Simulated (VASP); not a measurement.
Computed with LDA (Ceperley-Alder, Perdew-Zunger), VASP's LDA PAW potentials (set 64) (plane waves; VASP).

Input for VASP

KPOINTS:
```
Automatic mesh
0
Gamma
8 8 8
0 0 0
```

**INCAR**
```
SYSTEM = Be5Co
PREC = Accurate
ENCUT = 300
EDIFF = 1E-6
NELM = 100
ALGO = Normal
LREAL = .FALSE.
LASPH = .TRUE.
ISMEAR = -1
SIGMA = 0.1
LMAXMIX = 4
LWAVE = .FALSE.
LCHARG = .FALSE.
ISIF = 2
```

**POSCAR**
```
Be5Co
1
    0.0000000000     2.8839250000     2.8839250000
    2.8839250000     0.0000000000     2.8839250000
    2.8839250000     2.8839250000     0.0000000000
Be Co
5 1
Direct
  0.2500000000   0.2500000000   0.2500000000
  0.6255700000   0.6255700000   0.1232900000
  0.6255700000   0.1232900000   0.6255700000
  0.6255700000   0.6255700000   0.6255700000
  0.1232900000   0.6255700000   0.6255700000
  0.0000000000   0.0000000000   0.0000000000
```

POTCAR, in this order: Be Co (LDA.64 set). Program: vasp_std.

Output of the run:

**OSZICAR**
```
       N       E                     dE             d eps       ncg     rms          rms(c)
DAV:   1     0.416440863569E+02    0.41644E+02   -0.54201E+03   754   0.851E+02
DAV:   2    -0.334749241817E+02   -0.75119E+02   -0.72353E+02   767   0.211E+02
DAV:   3    -0.384265409326E+02   -0.49516E+01   -0.46612E+01  1066   0.534E+01
DAV:   4    -0.385030334919E+02   -0.76493E-01   -0.76423E-01   867   0.681E+00
DAV:   5    -0.385048414948E+02   -0.18080E-02   -0.18079E-02  1069   0.102E+00    0.271E+01
DAV:   6    -0.712971946002E+02   -0.32792E+02   -0.34241E+02   811   0.324E+02    0.816E+01
DAV:   7    -0.364286135295E+02    0.34869E+02   -0.79327E+01   894   0.119E+02    0.183E+01
DAV:   8    -0.304202218526E+02    0.60084E+01   -0.13096E+01  1029   0.918E+01    0.681E+00
DAV:   9    -0.304730898685E+02   -0.52868E-01   -0.97269E-01   774   0.802E+00    0.415E+00
DAV:  10    -0.304355823554E+02    0.37508E-01   -0.77635E-02  1178   0.459E+00    0.133E+00
DAV:  11    -0.304328469378E+02    0.27354E-02   -0.71289E-03  1171   0.119E+00    0.657E-01
DAV:  12    -0.304322585430E+02    0.58839E-03   -0.97376E-04  1099   0.557E-01    0.174E-01
DAV:  13    -0.304321829170E+02    0.75626E-04   -0.28042E-04  1122   0.292E-01    0.422E-02
DAV:  14    -0.304321830744E+02   -0.15738E-06   -0.87877E-06   834   0.267E-02
   1 F= -.30432183E+02 E0= -.30390670E+02  d E =-.830269E-01
```

OUTCAR:
```
------------------------ aborting loop because EDIFF is reached ----------------------------------------
  FORCE on cell =-STRESS in cart. coord.  units (eV):
  Direction    XX          YY          ZZ          XY          YZ          ZX
  --------------------------------------------------------------------------------------
  Total       -1.8885277     -1.8885277     -1.8885277      0.0000000      0.0000000      0.0000000
  in kB      -63.0742453    -63.0742453    -63.0742453      0.0000000      0.0000000      0.0000000
  external PRESSURE =     -63.0742453 kB  Pullay stress =       0.0000000 kB
  volume of cell :       47.97
      direct lattice vectors                 reciprocal lattice vectors
     0.000000000  2.883925000  2.883925000    -0.173374828  0.173374828  0.173374828
     2.883925000  0.000000000  2.883925000     0.173374828 -0.173374828  0.173374828
     2.883925000  2.883925000  0.000000000     0.173374828  0.173374828 -0.173374828
 POSITION                                       TOTAL-FORCE (eV/Angst)
 -----------------------------------------------------------------------------------
      1.44196      1.44196      1.44196        -0.000000     -0.000000     -0.000000
      2.15966      2.15966      3.60819        -0.016997     -0.016997      0.016997
      2.15966      3.60819      2.15966        -0.016997      0.016997     -0.016997
      3.60819      3.60819      3.60819         0.016997      0.016997      0.016997
      3.60819      2.15966      2.15966         0.016997     -0.016997     -0.016997
      0.00000      0.00000      0.00000        -0.000000     -0.000000     -0.000000
 -----------------------------------------------------------------------------------
    total drift:                               -0.000000     -0.000000      0.000001
  FREE ENERGIE OF THE ION-ELECTRON SYSTEM (eV)
  ---------------------------------------------------
  free  energy   TOTEN  =       -30.4321830744 eV

  energy  without entropy=      -30.3491562084  energy(sigma->0) =      -30.39066964
```
(Selected blocks of OUTCAR.)

At this cut-off the stress carries a Pulay error, which pulls relaxed volumes low.

The structure comes from a computed database's Be5Co entry (F-43m); how it stands against other phases isn't given here. The cell was not relaxed at this level. The run is not spin-polarised, so no magnetic state was tried. The electron count is odd and the run is not spin-polarised, which forces a metal.
